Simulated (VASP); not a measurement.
An input for Ansatz (written as the equivalent of a VASP run, and not itself run):

Ansatz 0.2 input:
```yaml
crystal:
  lattice:
    - [0.0000000, 2.5400000, 2.5400000]
    - [2.5400000, 0.0000000, 2.5400000]
    - [2.5400000, 2.5400000, 0.0000000]
  atoms:
    - { symbol: Hf, position: [0.0000000, 0.0000000, 0.0000000] }
    - { symbol: O, position: [0.2500000, 0.2500000, 0.2500000] }
    - { symbol: O, position: [0.7500000, 0.7500000, 0.7500000] }
kpoints:
  mp_grid: { grid: [8, 8, 8] }
hamiltonian:
  xc: r2scan
  pseudopotentials: { kind: paw }
scf:
  occupations: { method: gaussian, width: 0.05 }
  max_iter: 100
relax:
  max_steps: 60
  f_tol: 0.01
  cell: {}
output: { forces: true, stress: true, eigenvalues: true }
```

### Question
Translate this input to VASP (INCAR, KPOINTS, POSCAR, choice of POTCAR).

### Answer
This is not unique; one that fits is 
### POSCAR
```
HfO2
1
    0.0000000000     2.5400000000     2.5400000000
    2.5400000000     0.0000000000     2.5400000000
    2.5400000000     2.5400000000     0.0000000000
Hf O
1 2
Direct
  0.0000000000   0.0000000000   0.0000000000
  0.2500000000   0.2500000000   0.2500000000
  0.7500000000   0.7500000000   0.7500000000
```

### INCAR
```
ALGO = Normal
EDIFF = 1E-6
EDIFFG = -0.01
ENCUT = 520
IBRION = 2
ISIF = 3
ISMEAR = 0
LASPH = .True.
LCHARG = .False.
LMAXMIX = 6
LMIXTAU = .True.
LREAL = .False.
LWAVE = .False.
METAGGA = R2SCAN
NELM = 100
NSW = 60
PREC = Accurate
SIGMA = 0.05
SYSTEM = HfO2
```

### KPOINTS
```
Automatic
0
Gamma
  8 8 8
```

POTCAR, in this order: Hf_pv O (PBE.64 set). Program: vasp_std.

The two are equivalent in intent, not identical: each code has its own PAW files, so the cut-off isn't converted (ENCUT is set for VASP's; basis.ecutwfc is left out, and Ansatz then takes the one that its files recommend); Ansatz stops its SCF on the density residual and VASP on the energy change (EDIFF).

The compound is HfO2 in the fluorite structure, the high-temperature cubic form, which is unstable at 0 K; the monoclinic form is the stable one. This run relaxes it. Symmetry was kept, so distortions that lower it aren't found.
